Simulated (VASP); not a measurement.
# La2O3 (P-3m1): a series in a change of volume, part 2 of 3

How do the elastic response and the band edges of La2O3 follow a change of volume?

VASP 6.6.1, plane waves and PAW; the level of theory is named at each step.

So far: The starting structure; Relax the crystal, LDA; Relax at fixed volume, LDA.

## 4. Dielectric response, LDA

Linear response gives the dielectric tensors, Born charges and zone-centre modes.

Level: LDA; plane waves and PAW (La, O).

INCAR reads:

```
SYSTEM = La2O3
PREC = Accurate
ENCUT = 600
EDIFF = 1E-08
NELM = 120
ISMEAR = 0
SIGMA = 0.02
LREAL = .FALSE.
ALGO = Normal
GGA = CA
NBANDS = 26
LASPH = .TRUE.
LWAVE = .FALSE.
LCHARG = .FALSE.
KPAR = 4
LEPSILON = .TRUE.
IBRION = 8
NSW = 1
```

POSCAR reads:

```
La2O3
1.0
    3.8948111035      0.0000000000      0.0000000000
   -1.9474055518      3.3730053579      0.0000000000
    0.0000000000      0.0000000000      6.0206174006
La O
2 3
Direct
    0.6666666670      0.3333333330      0.7546318432
    0.3333333330      0.6666666670      0.2453681568
    0.6666666670      0.3333333330      0.3543443125
    0.3333333330      0.6666666670      0.6456556875
    0.0000000000      0.0000000000      0.0000000000
```

KPOINTS reads:

```
Automatic mesh
0
Gamma
7 7 4
0 0 0
```

Potentials, in the order of the species: La and O (LDA family, release 64).

Command:

```sh
mpirun -np 4 vasp_std
```

What it wrote:

```text
[... set-up lines as in an earlier step ...]
 entering main loop
       N       E                     dE             d eps       ncg     rms          rms(c)
DAV:   1     0.478047899999E+03    0.47805E+03   -0.17208E+04  1520   0.270E+03
DAV:   2     0.861239131591E+02   -0.39192E+03   -0.37906E+03  2040   0.388E+02
DAV:   3    -0.349510522385E+02   -0.12107E+03   -0.11901E+03  2522   0.212E+02
DAV:   4    -0.505445887390E+02   -0.15594E+02   -0.15570E+02  2506   0.815E+01
[...]
DAV:  16    -0.458963107077E+02   -0.92866E-07   -0.12141E-06  2808   0.902E-03    0.128E-03
DAV:  17    -0.458963107099E+02   -0.21860E-08   -0.15617E-07  2448   0.275E-03    0.474E-04
DAV:  18    -0.458963107061E+02    0.37694E-08   -0.37173E-08  1592   0.167E-03
   1 F= -.45896311E+02 E0= -.45896311E+02  d E =-.495672E-32
 Linear response reoptimize wavefunctions to high precision
DAV:   1    -0.458963107076E+02   -0.15161E-08   -0.15578E-08  2328   0.143E-03
DAV:   2    -0.458963107078E+02   -0.16371E-09   -0.84269E-10  1456   0.347E-04
DAV:   3    -0.458963107078E+02    0.22737E-10   -0.33322E-10  1432   0.299E-04
 Linear response G [H, r] |phi>, progress :
  Direction:   1
       N       E                     dE             d eps       ncg     rms
 LRF_COMMUTATOR internal error: the vector H(1)-e(1) S(1) |phi(0)> is not orthog
 onal to |phi(0)> (1.486979495270552E-004,2.715167500555449E-014)
 LRF_COMMUTATOR internal error: the vector H(1)-e(1) S(1) |phi(0)> is not orthog
 onal to |phi(0)> (1.036310934480391E-004,9.887316659851209E-014)
RMM:   1    -0.160254143726E+03   -0.16025E+03    0.58056E+02  2363   0.299E+02
 LRF_COMMUTATOR internal error: the vector H(1)-e(1) S(1) |phi(0)> is not orthog
 onal to |phi(0)> (1.486979495270552E-004,2.715167500555449E-014)
 LRF_COMMUTATOR internal error: the vector H(1)-e(1) S(1) |phi(0)> is not orthog
 onal to |phi(0)> (1.036310934480391E-004,9.887316659851209E-014)
RMM:   2    -0.126223510273E+03    0.34031E+02   -0.11055E+02  2429   0.105E+02
 LRF_COMMUTATOR internal error: the vector H(1)-e(1) S(1) |phi(0)> is not orthog
 onal to |phi(0)> (1.486979495270552E-004,2.715167500555449E-014)
 LRF_COMMUTATOR internal error: the vector H(1)-e(1) S(1) |phi(0)> is not orthog
 onal to |phi(0)> (1.036310934480391E-004,9.887316659851209E-014)
RMM:   3    -0.137809850890E+03   -0.11586E+02   -0.90671E+01  3413   0.374E+01
RMM:   4    -0.139720984746E+03   -0.19111E+01   -0.10493E+01  3683   0.148E+01
RMM:   5    -0.140434377887E+03   -0.71339E+00   -0.35844E+00  3758   0.714E+00
RMM:   6    -0.140690251137E+03   -0.25587E+00   -0.10835E+00  3771   0.425E+00
[...]
RMM:  18    -0.140817633206E+03   -0.20993E-04   -0.13271E-03  3233   0.193E-01
RMM:  19    -0.140817641936E+03   -0.87297E-05   -0.34516E-04  3284   0.188E-01
RMM:  20    -0.140817623571E+03    0.18364E-04   -0.86498E-04  3244   0.186E-01
[...]
RMM:  23    -0.363347351071E+00   -0.43479E-07   -0.11714E-05 12351   0.345E-03    0.941E-05
RMM:  24    -0.363347354457E+00   -0.33863E-08   -0.11168E-05 12401   0.342E-03    0.927E-05
RMM:  25    -0.363347354003E+00    0.45370E-09   -0.10658E-05 12236   0.340E-03    0.100E-04
 first order change of Fermi-energy   0.12503E-01
 force on displaced ion       3 direction 1 :  -7.983  -0.002   0.000
 Born effective charge ion    3 direction 1 :  -2.850  -0.000  -0.000
 Linear response progress:
  Degree of freedom:   4/  6
       N       E                     dE             d eps       ncg     rms          rms(c)
RMM:   1    -0.387320649740E+00   -0.38732E+00    0.11819E-01  3523   0.336E+00
RMM:   2    -0.366754369617E+00    0.20566E-01   -0.21073E-02  2407   0.128E+00    0.157E-01
RMM:   3    -0.369692197358E+00   -0.29378E-02   -0.79924E-03  2247   0.448E-01    0.782E-02
RMM:   4    -0.370957799752E+00   -0.12656E-02   -0.20289E-03  2818   0.329E-01    0.252E-02
[...]
RMM:  25    -0.371294534493E+00   -0.12968E-08   -0.44937E-07  3277   0.306E-03    0.296E-05
RMM:  26    -0.371294536731E+00   -0.22385E-08   -0.39963E-07  3259   0.307E-03    0.290E-05
RMM:  27    -0.371294537728E+00   -0.99654E-09   -0.29822E-07  3251   0.307E-03    0.292E-05
 first order change of Fermi-energy   0.12491E+00
 force on displaced ion       3 direction 3 :   0.000  -0.000  -8.173
 Born effective charge ion    3 direction 3 :   0.000   0.000  -2.560
 Linear response progress:
  Degree of freedom:   5/  6
       N       E                     dE             d eps       ncg     rms          rms(c)
RMM:   1    -0.365928184653E+00   -0.36593E+00    0.18861E-01  7286   0.279E+00
RMM:   2    -0.356069174479E+00    0.98590E-02   -0.14163E-02  5425   0.960E-01    0.104E-01
RMM:   3    -0.358587074991E+00   -0.25179E-02   -0.67062E-03  6432   0.287E-01    0.564E-02
RMM:   4    -0.359763751228E+00   -0.11767E-02   -0.16752E-03  6577   0.175E-01    0.267E-02
[...]
RMM:  28    -0.360019889779E+00   -0.36452E-09   -0.73741E-07  7359   0.254E-03    0.211E-05
RMM:  29    -0.360019886854E+00    0.29249E-08   -0.66483E-07  7338   0.254E-03    0.236E-05
RMM:  30    -0.360019900770E+00   -0.13916E-07   -0.64264E-07  7367   0.254E-03    0.218E-05
 first order change of Fermi-energy  -0.61017E-02
 force on displaced ion       5 direction 1 :  -2.495   0.000   0.000
 Born effective charge ion    5 direction 1 :  -2.716   0.000   0.000
 Linear response progress:
  Degree of freedom:   6/  6
       N       E                     dE             d eps       ncg     rms          rms(c)
RMM:   1    -0.374950557931E+00   -0.37495E+00    0.19380E-01  3353   0.275E+00
RMM:   2    -0.366642218304E+00    0.83083E-02   -0.12118E-02  2562   0.877E-01    0.110E-01
RMM:   3    -0.368535772934E+00   -0.18936E-02   -0.45523E-03  2508   0.299E-01    0.566E-02
RMM:   4    -0.369521682995E+00   -0.98591E-03   -0.12018E-03  2762   0.270E-01    0.203E-02
[...]
RMM:  29    -0.369575078847E+00    0.15372E-09    0.39087E-07  3335   0.229E-03    0.710E-06
RMM:  30    -0.369575083904E+00   -0.50567E-08    0.44411E-07  3342   0.229E-03    0.749E-06
RMM:  31    -0.369575085092E+00   -0.11879E-08    0.34581E-07  3345   0.229E-03    0.802E-06
 first order change of Fermi-energy  -0.23765E-01
 force on displaced ion       5 direction 3 :   0.000  -0.000  -5.611
 Born effective charge ion    5 direction 3 :   0.000   0.000  -2.586
 Born effective charges drift removed
 Linear response finished
```

The job ended after 57 min (4 MPI ranks of AMD EPYC 7571, shared host; peak memory 2.7 GiB).

From OUTCAR (step 4):

```text
  LATTYP: Found a hexagonal cell.
 ALAT       =     3.8948111035
 C/A-ratio  =     1.5458047234

 Subroutine GETGRP returns: Found 12 space group operations
 (whereof 12 operations were pure point group operations)

The static configuration has the point symmetry D_3d.

 Found     28 irreducible k-points:

   k-points           NKPTS =     28   k-points in BZ     NKDIM =     28   number of bands    NBANDS=     26

   dimension x,y,z NGX =    32 NGY =   32 NGZ =   48
   dimension x,y,z NGXF=    64 NGYF=   64 NGZF=   96

   ENCUT  =  600.0 eV  44.10 Ry    6.64 a.u.   7.78  7.78 12.02*2*pi/ulx,y,z

   NELECT =      40.0000    total number of electrons

  Total       -1.1556099     -1.1556099     -1.1627221      0.0000000      0.0000000      0.0000000
  in kB      -23.4087035    -23.4087035    -23.5527740      0.0000000      0.0000000      0.0000000
  external PRESSURE =     -23.4567270 kB  Pullay stress =       0.0000000 kB

  energy-cutoff  :      600.00
  volume of cell :       79.09
      direct lattice vectors                 reciprocal lattice vectors
     3.894811103  0.000000000  0.000000000     0.256751861  0.148235756  0.000000000
    -1.947405552  3.373005358  0.000000000     0.000000000  0.296471512  0.000000000
     0.000000000  0.000000000  6.020617401     0.000000000  0.000000000  0.166095922

 POSITION                                       TOTAL-FORCE (eV/Angst)
 -----------------------------------------------------------------------------------
      1.94741      1.12434      4.54335        -0.000000      0.000000     -0.003599
     -0.00000      2.24867      1.47727         0.000000     -0.000000      0.003599
      1.94741      1.12434      2.13337        -0.000000      0.000000     -0.000576
     -0.00000      2.24867      3.88725         0.000000     -0.000000      0.000576
      0.00000      0.00000      0.00000         0.000000      0.000000      0.000000
 -----------------------------------------------------------------------------------
    total drift:                                0.000000      0.000000     -0.000000

 MACROSCOPIC STATIC DIELECTRIC TENSOR (including local field effects in DFT)
 ------------------------------------------------------
           4.898625    -0.000000     0.000000
          -0.000000     4.898625    -0.000000
           0.000000     0.000000     4.836892
 ------------------------------------------------------

 PIEZOELECTRIC TENSOR (including local field effects)  for field in x, y, z        (C/m^2)
          XX          YY          ZZ          XY          YZ          ZX
  --------------------------------------------------------------------------------
  x     0.00000     0.00000     0.00000     0.00000     0.00000     0.00000
  y     0.00000     0.00000     0.00000     0.00000     0.00000     0.00000
  z     0.00000     0.00000     0.00000     0.00000     0.00000     0.00000

 BORN EFFECTIVE CHARGES (including local field effects) (in |e|, cummulative output)
 ---------------------------------------------------------------------------------
 ion    1
    1     4.21273    -0.00000     0.00000
    2    -0.00000     4.21273    -0.00000
    3    -0.00000    -0.00000     3.85600
 ion    2
    1     4.21273    -0.00000     0.00000
    2    -0.00000     4.21273    -0.00000
    3     0.00000     0.00000     3.85600
 ion    3
    1    -2.85305     0.00000     0.00000
    2     0.00000    -2.85305    -0.00000
    3     0.00000    -0.00000    -2.56229
 ion    4
    1    -2.85305     0.00000     0.00000
    2     0.00000    -2.85305    -0.00000
    3    -0.00000    -0.00000    -2.56229
 ion    5
    1    -2.71936     0.00000     0.00000
    2     0.00000    -2.71936     0.00000
    3     0.00000    -0.00000    -2.58741

 Eigenvectors and eigenvalues of the dynamical matrix
 ----------------------------------------------------

   1 f  =   13.219476 THz    83.060420 2PiTHz  440.954270 cm-1    54.671337 meV
             X         Y         Z           dx          dy          dz
      1.947406  1.124335  4.543350    -0.000000   -0.000000    0.083224
     -0.000000  2.248670  1.477268    -0.000000   -0.000000    0.083224
      1.947406  1.124335  2.133372     0.000000    0.000000   -0.552179
     -0.000000  2.248670  3.887246     0.000000    0.000000   -0.552179
      0.000000  0.000000  0.000000    -0.000000   -0.000000    0.613469

   2 f  =   11.964160 THz    75.173032 2PiTHz  399.081410 cm-1    49.479766 meV
             X         Y         Z           dx          dy          dz
      1.947406  1.124335  4.543350     0.106133   -0.003939    0.000000
     -0.000000  2.248670  1.477268    -0.106133    0.003939   -0.000000
      1.947406  1.124335  2.133372     0.698604   -0.025926    0.000000
     -0.000000  2.248670  3.887246    -0.698604    0.025926   -0.000000
      0.000000  0.000000  0.000000    -0.000000   -0.000000    0.000000

   3 f  =   11.964160 THz    75.173032 2PiTHz  399.081409 cm-1    49.479766 meV
             X         Y         Z           dx          dy          dz
      1.947406  1.124335  4.543350    -0.003939   -0.106133    0.000000
     -0.000000  2.248670  1.477268     0.003939    0.106133   -0.000000
      1.947406  1.124335  2.133372    -0.025926   -0.698604   -0.000000
     -0.000000  2.248670  3.887246     0.025926    0.698604    0.000000
      0.000000  0.000000  0.000000     0.000000    0.000000    0.000000

[...]
1.947406  1.124335  4.543350    -0.006350   -0.171099   -0.000000
     -0.000000  2.248670  1.477268    -0.006350   -0.171099    0.000000
      1.947406  1.124335  2.133372     0.024206    0.652225   -0.000000
     -0.000000  2.248670  3.887246     0.024206    0.652225    0.000000
      0.000000  0.000000  0.000000    -0.011089   -0.298799   -0.000000

   7 f  =    5.892522 THz    37.023807 2PiTHz  196.553374 cm-1    24.369502 meV
             X         Y         Z           dx          dy          dz
      1.947406  1.124335  4.543350    -0.000000   -0.000000   -0.258568
     -0.000000  2.248670  1.477268    -0.000000   -0.000000   -0.258568
      1.947406  1.124335  2.133372     0.000000    0.000000    0.382032
     -0.000000  2.248670  3.887246     0.000000    0.000000    0.382032
      0.000000  0.000000  0.000000     0.000000    0.000000    0.757884

   8 f  =    5.821680 THz    36.578693 2PiTHz  194.190336 cm-1    24.076522 meV
             X         Y         Z           dx          dy          dz
      1.947406  1.124335  4.543350    -0.000000   -0.000000   -0.689095
     -0.000000  2.248670  1.477268    -0.000000   -0.000000    0.689095
      1.947406  1.124335  2.133372    -0.000000    0.000000    0.158580
     -0.000000  2.248670  3.887246    -0.000000    0.000000   -0.158580
      0.000000  0.000000  0.000000    -0.000000    0.000000    0.000000

   9 f  =    5.645396 THz    35.471070 2PiTHz  188.310143 cm-1    23.347472 meV
             X         Y         Z           dx          dy          dz
      1.947406  1.124335  4.543350     0.214178   -0.007949    0.000000
     -0.000000  2.248670  1.477268     0.214178   -0.007949   -0.000000
      1.947406  1.124335  2.133372    -0.156014    0.005790    0.000000
     -0.000000  2.248670  3.887246    -0.156014    0.005790    0.000000
      0.000000  0.000000  0.000000    -0.926390    0.034381    0.000000

  10 f  =    5.645396 THz    35.471070 2PiTHz  188.310143 cm-1    23.347472 meV
             X         Y         Z           dx          dy          dz
      1.947406  1.124335  4.543350     0.007949    0.214178   -0.000000
     -0.000000  2.248670  1.477268     0.007949    0.214178    0.000000
      1.947406  1.124335  2.133372    -0.005790   -0.156014    0.000000
     -0.000000  2.248670  3.887246    -0.005790   -0.156014    0.000000
      0.000000  0.000000  0.000000    -0.034381   -0.926390    0.000000

  11 f  =    3.149668 THz    19.789949 2PiTHz  105.061620 cm-1    13.025975 meV
             X         Y         Z           dx          dy          dz
      1.947406  1.124335  4.543350     0.698604   -0.025927   -0.000000
     -0.000000  2.248670  1.477268    -0.698604    0.025927    0.000000
      1.947406  1.124335  2.133372    -0.106133    0.003939    0.000000
     -0.000000  2.248670  3.887246     0.106133   -0.003939   -0.000000
      0.000000  0.000000  0.000000     0.000000    0.000000   -0.000000

  12 f  =    3.149668 THz    19.789949 2PiTHz  105.061620 cm-1    13.025975 meV
             X         Y         Z           dx          dy          dz
      1.947406  1.124335  4.543350    -0.025927   -0.698604    0.000000
     -0.000000  2.248670  1.477268     0.025927    0.698604   -0.000000
      1.947406  1.124335  2.133372     0.003939    0.106133   -0.000000
     -0.000000  2.248670  3.887246    -0.003939   -0.106133    0.000000
      0.000000  0.000000  0.000000    -0.000000   -0.000000    0.000000

  13 f/i=    0.002654 THz     0.016677 2PiTHz    0.088537 cm-1     0.010977 meV
             X         Y         Z           dx          dy          dz
      1.947406  1.124335  4.543350     0.000000   -0.000000   -0.652852
     -0.000000  2.248670  1.477268     0.000000   -0.000000   -0.652852
      1.947406  1.124335  2.133372     0.000000   -0.000000   -0.221698
     -0.000000  2.248670  3.887246     0.000000   -0.000000   -0.221698
      0.000000  0.000000  0.000000     0.000000   -0.000000   -0.221964

  14 f/i=    0.030317 THz     0.190487 2PiTHz    1.011265 cm-1     0.125381 meV
             X         Y         Z           dx          dy          dz
      1.947406  1.124335  4.543350     0.051264    0.649709   -0.000000
     -0.000000  2.248670  1.477268     0.051264    0.649709   -0.000000
      1.947406  1.124335  2.133372     0.017526    0.222116   -0.000000
     -0.000000  2.248670  3.887246     0.017526    0.222116   -0.000000
      0.000000  0.000000  0.000000     0.017801    0.225606   -0.000000

  15 f/i=    0.030317 THz     0.190487 2PiTHz    1.011265 cm-1     0.125381 meV
             X         Y         Z           dx          dy          dz
      1.947406  1.124335  4.543350     0.649709   -0.051264    0.000000
     -0.000000  2.248670  1.477268     0.649709   -0.051264    0.000000
      1.947406  1.124335  2.133372     0.222116   -0.017526    0.000000
     -0.000000  2.248670  3.887246     0.222116   -0.017526    0.000000
      0.000000  0.000000  0.000000     0.225606   -0.017801    0.000000

 MACROSCOPIC STATIC DIELECTRIC TENSOR IONIC CONTRIBUTION
 ------------------------------------------------------
          20.892448    -0.000000    -0.000000
          -0.000000    20.892448     0.000000
          -0.000000     0.000000    21.663037
 ------------------------------------------------------

 ELASTIC MODULI CONTR FROM IONIC RELAXATION (kBar)
 Direction    XX          YY          ZZ          XY          YZ          ZX
 --------------------------------------------------------------------------------
 XX        -430.8199    254.1351   -100.0698      0.0000    203.8328     -0.0000
 YY         254.1351   -430.8199   -100.0698      0.0000   -203.8328      0.0000
 ZZ        -100.0698   -100.0698   -343.6784      0.0000      0.0000      0.0000
 XY           0.0000      0.0000      0.0000   -342.4775      0.0000    210.3270
 YZ         203.8328   -203.8328      0.0000      0.0000   -145.6560      0.0000
 ZX          -0.0000      0.0000      0.0000    210.3270      0.0000   -151.3882
 --------------------------------------------------------------------------------

 PIEZOELECTRIC TENSOR IONIC CONTR  for field in x, y, z        (C/m^2)
          XX          YY          ZZ          XY          YZ          ZX
  --------------------------------------------------------------------------------
  x     0.00000    -0.00000     0.00000     0.00000    -0.00000     0.00000
  y    -0.00000     0.00000    -0.00000     0.00000     0.00000    -0.00000
  z    -0.00000    -0.00000    -0.00000     0.00000     0.00000     0.00000

[... 3 further parts left out ...]
```

Numbers from this step:

| Property | Result |
| --- | --- |
| ε∞, diagonal | 4.90, 4.90, 4.84 |

(Continued in part 3 of 3.)

[Lines on the potential files, build, host, timing and source positions are cut from VASP's logs without a mark.]

[Logs are printed without paths, hosts, clocks, repeated set-up lines and the standing remarks that a program may print on its own settings, such as how far it seeks lower states.]

[Hosts, paths, dates, database ids (printed as entryN), source tags and the programs' standing remarks are cut or masked in the printed files.]

[In band tables of VASP the shares of atoms and orbitals are scaled to a sum of 1 inside the atoms' spheres.]
